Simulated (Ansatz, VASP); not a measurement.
# Cross-check of Sb2O3 (Senarmontite) between VASP and Ansatz, part 3 of 3

One calculation is typed for both programs; each brings its own data sets. How far apart do they land? The cell is taken from a series of runs on this material, whose earlier steps may have relaxed, scaled, displaced or heated it; both programs get it as it stands.

VASP 6.6.1 and Ansatz 0.2.0.

So far: The structure; VASP: zone-centre phonons, LDA.

## 3. Ansatz: zone-centre phonons, LDA

Level of this step: Ansatz beside VASP: Kohn-Sham DFT, plane waves, LDA (Ansatz).

Ansatz runs on its PAW soft_1 files.

The same cell, functional (in two slightly different forms) and mesh now go to Ansatz.

The input, input.yaml:

```yaml
crystal:
  lattice:
    - [0.0, 5.3906280193, 5.3906280193]
    - [5.3906280193, 0.0, 5.3906280193]
    - [5.3906280193, 5.3906280193, 0.0]
  atoms:
    - { symbol: Sb, position: [0.8804424469, 0.8804424469, 0.8804424469] }
    - { symbol: Sb, position: [0.8913273407, 0.3695575531, 0.3695575531] }
    - { symbol: Sb, position: [0.8804424469, 0.8804424469, 0.3586726593] }
    - { symbol: Sb, position: [0.3695575531, 0.8913273407, 0.3695575531] }
    - { symbol: Sb, position: [0.3586726593, 0.8804424469, 0.8804424469] }
    - { symbol: Sb, position: [0.3695575531, 0.3695575531, 0.3695575531] }
    - { symbol: Sb, position: [0.8804424469, 0.3586726593, 0.8804424469] }
    - { symbol: Sb, position: [0.3695575531, 0.3695575531, 0.8913273407] }
    - { symbol: O, position: [0.8072458441, 0.1927541559, 0.1927541559] }
    - { symbol: O, position: [0.4427541559, 0.0572458441, 0.4427541559] }
    - { symbol: O, position: [0.1927541559, 0.8072458441, 0.8072458441] }
    - { symbol: O, position: [0.0572458441, 0.4427541559, 0.0572458441] }
    - { symbol: O, position: [0.1927541559, 0.8072458441, 0.1927541559] }
    - { symbol: O, position: [0.4427541559, 0.4427541559, 0.0572458441] }
    - { symbol: O, position: [0.8072458441, 0.1927541559, 0.8072458441] }
    - { symbol: O, position: [0.0572458441, 0.0572458441, 0.4427541559] }
    - { symbol: O, position: [0.4427541559, 0.0572458441, 0.0572458441] }
    - { symbol: O, position: [0.1927541559, 0.1927541559, 0.8072458441] }
    - { symbol: O, position: [0.0572458441, 0.4427541559, 0.4427541559] }
    - { symbol: O, position: [0.8072458441, 0.8072458441, 0.1927541559] }
kpoints:
  mp_grid: { grid: [2, 2, 2] }
hamiltonian:
  xc: lda
  pseudopotentials: { kind: paw, azcp: { folder: soft_1 }, xc_functional: pbe }
scf:
  occupations: { method: fixed }
output:
  eigenvalues: true
basis:
  ecutwfc: 260.0
phonons:
  method: dfpt
```

Run with:

```console
ansatz run input.yaml --threads 4 --pin off --max-ram 8192MiB --backend cpu --events-out ev --progress --plain --runs-dir out
```

Numbers of over 12 decimals in the logs are rounded to 6 here.

Output:

```text
Warning: basis.ecutwfc = 260 eV is below the records' recommended 420 eV, and the density's cutoff is lower with it unless basis.ecutrho_ratio is high enough to keep the records' density cutoff: compare with a run at a higher cutoff
Engine: ansatz 0.2.0, x86_64-unknown-linux-gnu
Pseudopotentials: kind: paw
Pseudopotential: Sb, paw, valence charge 15, recommended cutoff 420 eV (normal), soft_1/Sb.paw.azcp
Pseudopotential: O, paw, valence charge 6, recommended cutoff 420 eV (normal), soft_1/O.paw.azcp
Functional definition: SPW92
  exchange = slater_x
  correlation = pw_c
Crystal: 20 atoms, lattice volume = 313.291 Å³
Basis set: ecut = 260 eV, 2975 PW (Γ), exchange–correlation on 96×96×96 points (8 copies of the dense FFT grid, shifted against one another)
Bands: 116, of which v1, the nominal top of the filled ones, is band 96 counted from 1 (95 counted from 0)
Symmetry: 48 space group operations
k-points: 8 (irreducible under 1 space group operation)
Non-local potential: Sb, projectors of the file, l = 0: 2, l = 1: 2, l = 2: 2, l = 3: 1
Non-local potential: O, projectors of the file, l = 0: 2, l = 1: 2, l = 2: 1
PAW form: soft (Blöchl's): semilocal exchange-correlation on the pseudo side does not see the compensation charge
PAW frozen core: Sb, regenerated for the run's functional, and the local potential with it (the file was generated under x = pbe(κ = 0.804, μ = 0.219515), c = pbe(β = 0.066725))
PAW frozen core: O, regenerated for the run's functional, and the local potential with it (the file was generated under x = pbe(κ = 0.804, μ = 0.219515), c = pbe(β = 0.066725))
PAW one-centre angular grid: Sb, 590 points (default); XC on 64 Gauss nodes
PAW one-centre angular grid: O, 110 points (default); XC on 64 Gauss nodes
Initial density: superposition of atomic densities (chi_scale 0.1, normalization cell, long waves kept (reshape's long-wave potential 0.39 eV rms))
Initial wavefunctions: pseudopotential atomic-orbital guess
Functional: x = slater, c = lda
SCF iter   1: F=—  HF=-57333.382872 eV  |F-HF|=—  |Δ(HF+E_count)|=         —  Δρ=6.10e-2  dr2=8.48e0  ethr=3.10e-3  ⟨swp⟩=4.9  Hψ=3277  notcnv=0  defer=139
preconditioner: auto → Resta (q_TF=auto, 2.514 Å⁻¹)  ε∞=2.8  [insulator: Δε(μ)=2.877 eV  Ē_g=21.440 eV  n_scr=64 (ndim 8)  ℏωp=29.1 eV  f_vac=0.020  ε∞_Penn≈2.8]
SCF iter   2: F=—  HF=-57331.100988 eV  |F-HF|=—  |Δ(HF+E_count)|=    2.28e0  Δρ=3.01e-2  dr2=1.92e0  ethr=3.10e-3  ⟨swp⟩=3.0  Hψ=1871  notcnv=0  defer=131
SCF iter   3: F=—  HF=-57330.564778 eV  |F-HF|=—  |Δ(HF+E_count)|=   5.36e-1  Δρ=8.96e-3  dr2=1.49e-1  ethr=9.99e-4  ⟨swp⟩=2.0  Hψ=1338  notcnv=0  defer=139
SCF iter   4: F=—  HF=-57330.535660 eV  |F-HF|=—  |Δ(HF+E_count)|=   2.91e-2  Δρ=3.02e-3  dr2=3.35e-2  ethr=7.76e-5  ⟨swp⟩=2.0  Hψ=1279  notcnv=0  defer=139
SCF iter   5: F=—  HF=-57330.529446 eV  |F-HF|=—  |Δ(HF+E_count)|=   6.21e-3  Δρ=6.55e-4  dr2=2.12e-3  ethr=1.74e-5  ⟨swp⟩=2.0  Hψ=1237  notcnv=0  defer=139
SCF iter   6: F=—  HF=-57330.529642 eV  |F-HF|=—  |Δ(HF+E_count)|=   1.96e-4  Δρ=1.32e-4  dr2=7.94e-5  ethr=1.10e-6  ⟨swp⟩=2.4  Hψ=1276  notcnv=0  defer=139
SCF iter   7: F=—  HF=-57330.529660 eV  |F-HF|=—  |Δ(HF+E_count)|=   1.76e-5  Δρ=2.47e-5  dr2=2.91e-6  ethr=4.14e-8  ⟨swp⟩=3.0  Hψ=1579  notcnv=0  defer=117
SCF iter   8: F=—  HF=-57330.529805 eV  |F-HF|=—  |Δ(HF+E_count)|=   1.45e-4  Δρ=6.58e-6  dr2=1.24e-7  ethr=1.51e-9  ⟨swp⟩=2.0  Hψ=1579  notcnv=0  defer=117
SCF iter   9: F=—  HF=-57330.529805 eV  |F-HF|=—  |Δ(HF+E_count)|=   9.45e-8  Δρ=8.56e-7  dr2=2.49e-9  ethr=6.47e-11  ⟨swp⟩=2.0  Hψ=1163  notcnv=0  defer=117
SCF iter  10: F=—  HF=-57330.529805 eV  |F-HF|=—  |Δ(HF+E_count)|=   2.23e-9  Δρ=2.16e-7  dr2=1.23e-10  ethr=1.30e-12  ⟨swp⟩=2.0  Hψ=1321  notcnv=0  defer=117
SCF iter  11: F=-57330.529805 eV  HF=-57330.529805 eV  |F-HF|=1.46e-11  |Δ(HF+E_count)|=  2.18e-11  Δρ=3.81e-8  dr2=4.22e-12  ethr=1.00e-12  ⟨swp⟩=11.2  Hψ=5441  notcnv=0
SCF 1 converged in 11 iterations: F = -57330.529805 eV  dr2 = 4.22e-12
  greatest PAW one-centre occupation: 1.000 electrons in one spin orbital (limit 2), on the Sb atom at site 2 (counted from 0), in its partial waves of l = 2
NSCF: frozen V_eff on 3 k-points
NSCF: frozen V_eff on 3 k-points
DFPT response loops at q = (0, 0, 0) (fractional): preconditioner auto → Resta (q_TF=auto, 2.514 Å⁻¹)  ε∞=4.7 (no band partly filled); β = 1.00, the filter's whole step (`scf.mixing.beta` (0.50) is not read by the response loops at its default; to damp them type it under 1.00, their step now; it binds the ground state too); Anderson in place of MSR1; while a model of the screening serves, it and β = 1 on shorter waves in the place of filter and β
SCF converged after 11 iterations
Free energy (F): -57330.529805 eV
Harris-Foulkes:  -57330.529805 eV  (|F-HF|=1.46e-11)
Internal energy: -57330.529805 eV  (E = F + TS)
E sigma→0 (E₀):  -57330.529805 eV
Fermi energy:    7.993108 eV
--- Per-component energies (eV) ---
  E_band       = -1417.740007
  E_kinetic    = 3419.414480
  E_local      = -17967.585184  (includes V_loc(G=0)·N_el)
  E_nonlocal   = 3725.487549
  E_hartree    = 7308.782394
  E_xc         = -1660.701012
  E_vxc        = -1851.902010  (∫ρ·V_xc dr)
  E_paw        = -36944.208594  (= ΣΔE_a)
  E_vpaw       = -3360.783506  (= ΣTr[D̂ρ^β])
  E_aug_tail   = 0.063874  (compensation charges beyond the density's cutoff)
  E_ewald      = -15217.416856
  E_core_change = 5.633544  (= ΣΔE_core)
  E_smearing   = -0.000000  (= −TS)
  E_closure    = 0.000000  (closes the sum)
  Σ components = -57330.529805   (vs F -57330.529805, Δ=0.00e0)
--- Band table (eV; the first three rows and the last of 8) ---
  k-point 0: bands = [... 92 lower, 7.5877, 7.7083, 7.7083, 7.7083, 10.6972, 10.6972, 10.6972, 11.7933, ... 16 higher]
  k-point 1: bands = [... 92 lower, 7.7891, 7.7891, 7.9931, 7.9931, 11.3427, 11.6416, 11.6416, 12.2746, ... 16 higher]
  k-point 2: bands = [... 92 lower, 7.7891, 7.7891, 7.9931, 7.9931, 11.3427, 11.6416, 11.6416, 12.2746, ... 16 higher]
  k-point 7: bands = [... 92 lower, 7.7891, 7.7891, 7.9931, 7.9931, 11.3427, 11.6416, 11.6416, 12.2746, ... 16 higher]
--- Phonons (Γ-DFPT): 3 representative perturbations + reference (Σ response iterations 18) ---
  ASR residual: 1.401e-5 → 0.000e0 eV/Å²; symmetrization residual: 3.904e-6 eV/Å²
  ASR residual per site (eV/Å²): 1.07e-5 1.07e-5 1.07e-5 1.07e-5 1.07e-5 1.07e-5 1.07e-5 1.07e-5 1.40e-5 1.40e-5 1.40e-5 1.40e-5 1.40e-5 1.40e-5 1.40e-5 1.40e-5 1.40e-5 1.40e-5 1.40e-5 1.40e-5
  Γ frequencies (cm⁻¹): 0.00 0.00 0.00 66.39 66.39 66.39 86.08 86.08 86.08 99.52 99.52 99.52 112.88 112.88 152.40 152.40 175.99 175.99 175.99 184.86 184.86 184.86 196.01 196.01 196.01 222.12 222.12 222.12 254.61 279.69 304.23 304.23 304.23 327.84 327.84 358.66 358.66 358.66 362.30 362.30 362.30 365.99 365.99 367.43 367.43 367.43 421.77 434.46 636.53 636.53 636.53 657.91 657.91 657.91 727.93 727.93 727.93 732.62 732.62 732.62
  non-analytic LO–TO correction: not included (Born effective charges unavailable; polar crystals: no LO–TO splitting at Γ)
```

Reading the cycles: dr2 is the Hartree energy of the density residual (eV), the measure of convergence; HF is the Harris–Foulkes estimate of the energy, which meets the free energy F at convergence.

## 4. Differences

Known differences besides the potentials themselves: the two LDA forms differ slightly; fixed occupations in Ansatz, narrow Gaussian smearing in VASP; the data sets hold 192 valence electrons in Ansatz (on its PAW soft_1 files) and 112 in VASP; the cutoff is 260 eV in Ansatz and 600 eV in VASP; VASP's log shows a relativistic correction to its local exchange, Ansatz's none; Ansatz's log warns that its cutoff lies below the recommended one. Total energies have different zeros and are not compared.

Zone-centre modes by rising frequency (cm⁻¹; imaginary ones negative):

| program | modes |
| --- | --- |
| Ansatz | 0.0, 0.0, 0.0, 66.4, 66.4, 66.4, 86.1, 86.1, 86.1, 99.5, 99.5, 99.5, 112.9, 112.9, 152.4, 152.4, 176.0, 176.0, 176.0, 184.9, 184.9, 184.9, 196.0, 196.0, 196.0, 222.1, 222.1, 222.1, 254.6, 279.7, 304.2, 304.2, 304.2, 327.8, 327.8, 358.7, 358.7, 358.7, 362.3, 362.3, 362.3, 366.0, 366.0, 367.4, 367.4, 367.4, 421.8, 434.5, 636.5, 636.5, 636.5, 657.9, 657.9, 657.9, 727.9, 727.9, 727.9, 732.6, 732.6, 732.6 |
| VASP | -0.1, -0.1, -0.1, 48.5, 48.5, 48.5, 74.7, 74.7, 74.7, 94.6, 94.6, 94.6, 113.8, 113.8, 139.6, 139.6, 167.6, 167.6, 167.6, 176.4, 176.4, 176.4, 190.0, 190.0, 190.0, 213.5, 213.5, 213.5, 252.3, 282.9, 290.1, 290.1, 290.1, 313.1, 313.1, 357.9, 357.9, 357.9, 360.1, 360.1, 364.6, 364.6, 364.6, 366.1, 366.1, 366.1, 436.9, 450.2, 614.6, 614.6, 614.6, 636.8, 636.8, 636.8, 714.9, 714.9, 714.9, 718.7, 718.7, 718.7 |

The two lists differ in the order or number of single and degenerate modes, so they aren't paired one by one; the r.m.s. figure in the results sets the two lists side by side in order.

## 5. Outcome

```json
{"r.m.s. difference of the optical zone-centre modes, each program's sorted by frequency (zone-centre phonons, LDA)": "12 cm⁻¹"}
```

What this shows: The r.m.s. difference of the optical zone-centre modes, each program's sorted by frequency is 12 cm⁻¹ (zone-centre phonons, LDA). The data sets hold unlike numbers of valence electrons (192 in Ansatz and 112 in VASP), so part of the differences comes from the potentials. Ansatz's own log doubts the convergence of its zone-centre phonons, LDA run, which may account for the difference. 1 further run of this series is not shown here. How closely two codes agree says nothing of how well the functional describes the real material.

[Lines on the potential files, build, host, timing and source positions are cut from VASP's logs without a mark.]

[Logs are printed without paths, hosts, clocks, repeated set-up lines and the standing remarks that a program may print on its own settings, such as how far it seeks lower states.]

[Hosts, paths, dates, database ids (printed as entryN), source tags and the programs' standing remarks are cut or masked in the printed files.]
